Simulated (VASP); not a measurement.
Input:

```yaml
crystal:
  lattice:
    - [0.00000, 3.03336, 3.03336]
    - [3.03336, 0.00000, 3.03336]
    - [3.03336, 3.03336, 0.00000]
  atoms:
    - { symbol: Pb, position: [0.00000, 0.00000, 0.00000] }
    - { symbol: F, position: [0.25000, 0.25000, 0.25000] }
    - { symbol: F, position: [0.75000, 0.75000, 0.75000] }
```

Calculation: revPBE GGA, VASP's PBE PAW potentials (set 64) (plane waves; VASP 6.6.1). Settings: 520 eV cut-off, 6×6×6 Γ-centred mesh, Gaussian smearing of 0.050 eV, potentials Pb_d F.

Question: The job: PbF2 (fluorite), 3 atoms, revPBE, static run, 520 eV, 6×6×6 Γ-centred mesh. Roughly how much core time does it take on a busy server core?

Answer: About 10 core-seconds (one run on a shared machine, a rough figure). It had 16 irreducible k-points, 18 bands, up to 1524 plane waves and 15 electronic steps.

The compound is PbF2 in the fluorite structure, the β form. It was relaxed first, which changed the volume by +7 %.
